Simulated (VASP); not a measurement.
Here is the system:

```xyz
2
Lattice="3.2205 0.0000 0.0000 0.0000 3.2205 0.0000 0.0000 0.0000 3.2205" Properties=species:S:1:pos:R:3 pbc="T T T"
Zn     1.6102     1.6102     1.6102
Au     0.0000     0.0000     0.0000
```

Level of theory: RPBE GGA, VASP's PBE PAW potentials (set 64) (plane waves; VASP 6.6.1). Settings: 520 eV cut-off, Gaussian smearing of 0.050 eV, potentials Zn Au.

Task: Give the energies of bands 4 to 14 at the high-symmetry points, in eV from the Fermi level.

Result: 
```
band      Γ      X      M      R
----  -----  -----  -----  -----
4     -7.25  -7.27  -7.52  -6.98
5     -7.25  -7.13  -6.99  -6.98
6     -7.25  -6.99  -6.16  -5.99
7     -5.18  -5.42  -4.84  -5.99
8     -5.18  -5.18  -3.97  -5.99
9     -3.64  -4.65  -3.97  -3.07
10    -3.64  -4.65  -3.11  -3.07
11    -3.64  -3.76  -1.68   1.31
12     4.94  -2.37  -1.68   3.21
13     4.94  10.25   0.62   3.69
14     4.94  10.68   2.15   3.69
```

It has no gap at this level: it comes out as a metal or semimetal.

The compound is AuZn in the CsCl type structure. It was relaxed first, which changed the volume by +7 %. The electron count is odd and the run is not spin-polarised, which forces a metal.
